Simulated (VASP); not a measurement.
```yaml
crystal:
  lattice:
    - [-1.68300, 1.68300, 1.68300]
    - [1.68300, -1.68300, 1.68300]
    - [1.68300, 1.68300, -1.68300]
  atoms:
    - { symbol: Ta, position: [0.00000, 0.00000, 0.00000] }
```

The base run (VASP): PBE GGA, plane waves, VASP's PBE PAW potentials (set 64). Settings: 400 eV cut-off, 14×14×14 Γ-centred mesh, first-order Methfessel-Paxton smearing of 0.10 eV, potentials Ta_pv.

One setting is varied; ΔE counts from the base run. The base run took about 5 core-seconds. The timings are rough (shared machines, no repeats); factors under 2 mean little.

Pressures at a finite cut-off, here 400 eV, hold a Pulay part, which wasn't tested here.

```tsv
setting	cost over the base run	electronic steps	ΔE (meV/atom)	pressure (GPa)
ISYM = 1	within a factor of 2	11	0.0	-7.99
base run	reference	11	0.0	-7.99
SYMPREC = 1E-3	within a factor of 2	11	0.0	-7.99
ISYM = 0	about 9 times	11	0.0	-7.99
ISYM = -1	about 20 times	11	0.0	-7.99
```

Left out are runs that failed, have no time on record or changed the cell.

The compound is Ta in the bcc structure. The cell was not relaxed at this level.
